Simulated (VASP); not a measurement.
# Quasiparticle energies of CdTe in VASP, part 4 of 4

How does the gap of CdTe change from the starting functional to GW? The cell is of the zinc-blende type, one of the forms listed for this formula, which need not be the common one. The start is a cell from a database of measured crystal structures.

VASP 6.6.1, plane waves and PAW; the level of theory is named at each step.

So far, quasiparticle gap on the mesh (eV): step 4 (G0W0, ENCUTGW 100, bands in the sums 160) 1.47; step 6 (G0W0, ENCUTGW 140, bands in the sums 256) 1.47; step 8 (G0W0, ENCUTGW 180, bands in the sums 376) 1.48; step 10 (G0W0, ENCUTGW 220, bands in the sums 512) 1.47.

### Step 11. G0W0, one more run

Level of this step: G0W0 on PBE; plane waves and PAW (Cd_GW, Te_GW) (VASP).

This run repeats the step with a slip in the input.

Contents of INCAR:

```
SYSTEM = CdTe
PREC = Accurate
ENCUT = 330
ISMEAR = 0
SIGMA = 0.01
LREAL = .FALSE.
GGA = PE
NBANDS = 768
ALGO = EVGW0
NELMGW = 1
ENCUTGW = 140
NOMEGA = 48
PRECFOCK = Fast
NBANDSGW = 24
LWAVE = .FALSE.
LCHARG = .FALSE.
```

Contents of POSCAR:

```
CdTe
1.0
    0.0000000000      3.2400000000      3.2400000000
    3.2400000000      0.0000000000      3.2400000000
    3.2400000000      3.2400000000      0.0000000000
Cd Te
1 1
Direct
    0.0000000000      0.0000000000      0.0000000000
    0.2500000000      0.2500000000      0.2500000000
```

Contents of KPOINTS:

```
Automatic mesh
0
Gamma
4 4 4
0 0 0
```

PAW data sets: Cd_GW and Te_GW (PBE family, release 64).

Run with:

```sh
$ mpirun -np 8 vasp_std
```

What it wrote:

```text
[banner, memory and clock lines left out]
running    8 mpi-ranks, on    1 nodes
 distrk:  each k-point on    8 cores,    1 groups
 distr:  one band on    1 cores,    8 groups

 POSCAR found type information on POSCAR CdTe
 POSCAR found :  2 types and       2 ions
 [... a notice as in an earlier step ...]

 [... a notice as in an earlier step ...]

 LDA part: xc-table for (Slater+PW92), standard interpolation
 found WAVECAR, reading the header
  number of bands has changed, file:   512 present:   768
  trying to continue reading WAVECAR, but it might fail
 POSCAR, INCAR and KPOINTS ok, starting setup
 FFT: planning ... GRIDC
 FFT: planning ... GRID_SOFT
 FFT: planning ... GRID
 reading WAVECAR
 random initialization beyond band          512
 the WAVECAR file was read successfully
 initial charge from wavefunction
 available memory per node:     91.51 GB, setting MAXMEM to     93709

 The Fermi energy was updated, please check that it is located mid-gap
 values below the HOMO (VB) or above the LUMO (CB) will cause erroneous energies
 E-fermi :   3.7232

 calculate exact exchange contribution
 WAVEDER not read: bands not compatible     512     768
|                                                                             |
|           W    W    AA    RRRRR   N    N  II  N    N   GGGG   !!!           |
|           W    W   A  A   R    R  NN   N  II  NN   N  G    G  !!!           |
|           W    W  A    A  R    R  N N  N  II  N N  N  G       !!!           |
|           W WW W  AAAAAA  RRRRR   N  N N  II  N  N N  G  GGG   !            |
|           WW  WW  A    A  R   R   N   NN  II  N   NN  G    G                |
|           W    W  A    A  R    R  N    N  II  N    N   GGGG   !!!           |
|                                                                             |
|     The derivative of the wavefunctions with respect to k (WAVEDER) can     |
|     not be found. You should redo the groundstate calculation using         |
|     LOPTICS=.TRUE. in order to write the WAVEDER dataset. However for       |
|     metals, the present setting is ok.                                      |
|                                                                             |

 the WAVEDER file was not read
energies w=
    0.000    0.000    0.331    0.000    0.660    0.000    0.987    0.000
    1.310    0.000    1.628    0.000    1.941    0.000    2.248    0.000
    2.549    0.000    2.845    0.000    3.135    0.000    3.421    0.000
    3.703    0.000    3.981    0.000    4.257    0.000    4.532    0.000
    4.807    0.000    5.083    0.000    5.361    0.000    5.643    0.000
    5.930    0.000    6.223    0.000    6.527    0.000    6.841    0.000
    7.167    0.000    7.510    0.000    7.873    0.000    8.258    0.000
    8.670    0.000    9.117    0.000    9.603    0.000   10.137    0.000
   10.731    0.000   11.396    0.000   12.151    0.000   13.019    0.000
   14.031    0.000   15.230    0.000   16.676    0.000   18.459    0.000
   20.717    0.000   23.666    0.000   27.685    0.000   33.472    0.000
   42.505    0.000   58.517    0.000   94.495    0.000  248.042    0.000
 responsefunction array rank=     272
 LDA part: xc-table for (Slater+PW92), standard interpolation

 min. memory requirement per mpi rank    267.8 MB, per node   2142.6 MB

 allocating   6 responsefunctions rank=   272
 shmem allocating  48 responsefunctions rank=   272
 response function shared by NCSHMEM nodes    1
 Doing            6  frequencies on each core in blocks of           48
NQ=   1    0.0000    0.0000    0.0000,
|.........|.........|.........|.........|.........|.........|.........|.........
 performed       1169000 updates of chi_q(r,r)
 total number of BLAS operations        627.49 Gflops
NQ=   2    0.2500    0.0000    0.0000,
|.........|.........|.........|.........|.........|.........|.........|.........
 performed       3370000 updates of chi_q(r,r)
 total number of BLAS operations       1808.91 Gflops
NQ=   3    0.5000    0.0000    0.0000,
|.........|.........|.........|.........|.........|.........|.........|.........
 performed       5276000 updates of chi_q(r,r)
 total number of BLAS operations       2888.11 Gflops
NQ=   4    0.2500    0.2500    0.0000,
|.........|.........|.........|.........|.........|.........|.........|.........
 performed       7477000 updates of chi_q(r,r)
 total number of BLAS operations       4060.42 Gflops
NQ=   5    0.5000    0.2500    0.0000,
|.........|.........|.........|.........|.........|.........|.........|.........
 performed      10489000 updates of chi_q(r,r)
 total number of BLAS operations       5603.03 Gflops
NQ=   6   -0.2500    0.2500    0.0000,
|.........|.........|.........|.........|.........|.........|.........|.........
 performed      13206000 updates of chi_q(r,r)
 total number of BLAS operations       7027.82 Gflops
NQ=   7    0.5000    0.5000    0.0000,
|.........|.........|.........|.........|.........|.........|.........|.........
 performed      14891000 updates of chi_q(r,r)
 total number of BLAS operations       7897.69 Gflops
NQ=   8   -0.2500    0.5000    0.2500,
|.........|.........|.........|.........|.........|.........|.........|.........
 performed      17018000 updates of chi_q(r,r)
 total number of BLAS operations       8978.65 Gflops
 resolving degeneracies of screened two electron integrals

 calculate QP shifts <psi_nk| G(iteration)W_0 |psi_nk>: iteration 1
 entering main loop
```

Elapsed: 3.6 min, on 8 MPI ranks of AMD EPYC 7R43, shared host; peak memory 2.9 GiB; 29 min of CPU time.

OUTCAR, selected parts (step 11):

```text
   k-points           NKPTS =      8   k-points in BZ     NKDIM =     64   number of bands    NBANDS=    768

   NELECT =      18.0000    total number of electrons

 E-fermi :   3.7232

 QP shifts <psi_nk| G(iteration)W_0 |psi_nk>: iteration 1
 for sc-GW calculations column KS-energies equals QP-energies in previous step
 and V_xc(KS)=  KS-energies - (<T + V_ion + V_H > + <T+V_H+V_ion>^1  + <V_x>^1)
 k-point   1 :       0.0000    0.0000    0.0000
  band No.  KS-energies  QP-energies   sigma(KS)   V_xc(KS)     V^pw_x(r,r')   Z            occupation Imag(sigma)
    ...
      6      -4.7057      -7.5173     -19.2728     -15.4976     -23.1851       0.7448       2.0000       0.1369
      7       3.3469       1.5922     -13.4351     -11.2981     -13.3282       0.8211       2.0000      -0.0267
      8       3.3469       1.5922     -13.4351     -11.2981     -13.3282       0.8211       2.0000      -0.0267
      9       3.3469       1.5922     -13.4351     -11.2981     -13.3282       0.8211       2.0000      -0.0267
     10       4.0994       5.1386      -8.4289      -9.6697      -5.7436       0.8375       0.0000      -0.0381
     11       7.9383       8.9226      -7.7004      -8.8894      -4.6460       0.8279       0.0000      -0.0315
     12       7.9383       8.9226      -7.7004      -8.8894      -4.6460       0.8279       0.0000      -0.0315
     13       7.9383       8.9226      -7.7004      -8.8894      -4.6460       0.8279       0.0000      -0.0315
    ...

 k-point   2 :       0.2500    0.0000    0.0000
  band No.  KS-energies  QP-energies   sigma(KS)   V_xc(KS)     V^pw_x(r,r')   Z            occupation Imag(sigma)
    ...
      6      -4.7056      -7.5208     -19.2704     -15.4978     -23.1876       0.7462       2.0000       0.1372
      7       0.6121      -1.1485     -12.5987     -10.3495     -13.0433       0.7828       2.0000       0.0204
      8       2.9165       1.1431     -13.1811     -11.0090     -13.1595       0.8164       2.0000      -0.0181
      9       2.9165       1.1431     -13.1811     -11.0090     -13.1595       0.8164       2.0000      -0.0181
     10       5.3190       6.3272      -8.3536      -9.5562      -5.5871       0.8384       0.0000      -0.0403
     11       8.4907       9.4811      -7.7342      -8.9380      -4.5506       0.8227       0.0000      -0.0457
     12       8.4907       9.4811      -7.7342      -8.9380      -4.5506       0.8227       0.0000      -0.0457
     13       8.7020       9.6111      -7.7318      -8.8445      -4.4968       0.8170       0.0000      -0.0741
    ...

[... 7 parts as in an earlier step ...]

[... 8 further parts left out ...]
```

The run converged, but on settings that are not sound, so its numbers are not to be trusted.

The fault in the input: band count unlike the orbitals file (NBANDS = 768). 

### Step 12. Summary

This step: GW series: G0W0 on PBE; plane waves and PAW (VASP 6.6.1).

Derived from the runs above.

This step gave:

```
gap extrapolated to a complete basis        : 1.468 eV
direct gap extrapolated to a complete basis : 1.468 eV
```

Cost is wall time times ranks on a shared host, with the step that makes the empty bands. GW runs:

| level | bands | ENCUTGW (eV) | NOMEGA | k mesh | starting gap (eV) | quasiparticle gap (eV) | direct gap (eV) | cost (core minutes) |
| --- | --- | --- | --- | --- | --- | --- | --- | --- |
| G0W0 | 160 | 100 | 48 | 4x4x4 | 0.7525 | 1.469 | 1.469 | 8.96 |
| G0W0 | 256 | 140 | 48 | 4x4x4 | 0.7525 | 1.472 | 1.472 | 18.03 |
| G0W0 | 376 | 180 | 48 | 4x4x4 | 0.7525 | 1.476 | 1.476 | 23.73 |
| G0W0 | 512 | 220 | 48 | 4x4x4 | 0.7525 | 1.468 | 1.468 | 36.09 |

### Step 13. Summary of results

- G0W0 on PBE, 512 bands, ENCUTGW 220 eV, NOMEGA 48, mesh 4×4×4: 0.752 → 1.468 eV
- G0W0 on PBE, 160 bands, ENCUTGW 100 eV, NOMEGA 48, mesh 4×4×4: 0.752 → 1.469 eV
- gap at a complete basis (linear in ENCUTGW^-3/2): 1.47 eV

**Reading.** G0W0 gives a quasiparticle gap of 1.468 eV on the mesh, 0.72 eV over the PBE gap on the same mesh. On mesh and path the starting valence top lies at Γ and the conduction bottom at Γ, so the starting gap is direct. Both points lie on the GW mesh. The steps of the series move the gap by +3, +4, -8 meV; the last costs 1.5 times the one before. The last step lies within a tolerance of 30 meV, picked for this account, and the last two together move the gap by -4 meV. Extrapolated from the last three points to a complete basis, the gap is 1.47 eV, -0 meV from the dearest run; the last three points aren't monotonic, so this extrapolates their scatter. The three points are fitted by a line in ENCUTGW^-3/2; a bend in them isn't tested. The extrapolation removes the error of the response basis alone, at this mesh, ENCUT and data set. The orbitals give an independent-particle dielectric component as large as 28 on this mesh, so the screening is unlikely to be converged. In Cd_GW the d shell is in the valence without all the semicore s and p states of the same shell; those stay frozen in the core, and how far that moves the GW gap wasn't tested here. Spin-orbit coupling is left out; with Cd and Te in the cell it can split or shift band edges, by an amount that depends on which atoms form them and isn't tested here. Not tabulated here, as repeats of values shown or as unfit to read for their mesh, reference level or band range: eps2 curves (empty bands); eps1 curves and static values (empty bands); gaps (empty bands). The run with band count unlike the orbitals file isn't used: NBANDS no longer fits the files of the step before, so WAVEDER isn't read and the long-wavelength screening is lost. It gave 3.546 eV for the quasiparticle gap on the mesh, against 1.472 eV in the run without the slip that is nearest to it in settings (INCAR differs in NBANDS).

[Lines on the potential files, build, host, timing and source positions are cut from VASP's logs without a mark.]

[Logs are printed without paths, hosts, clocks, repeated set-up lines and the standing remarks that a program may print on its own settings, such as how far it seeks lower states.]

[Hosts, paths, dates, database ids (printed as entryN), source tags and the programs' standing remarks are cut or masked in the printed files.]

[Pressures printed for these runs are not shown converged in the cutoff: they can be off by several GPa and have the wrong sign.]

[In band tables of VASP the shares of atoms and orbitals are scaled to a sum of 1 inside the atoms' spheres.]
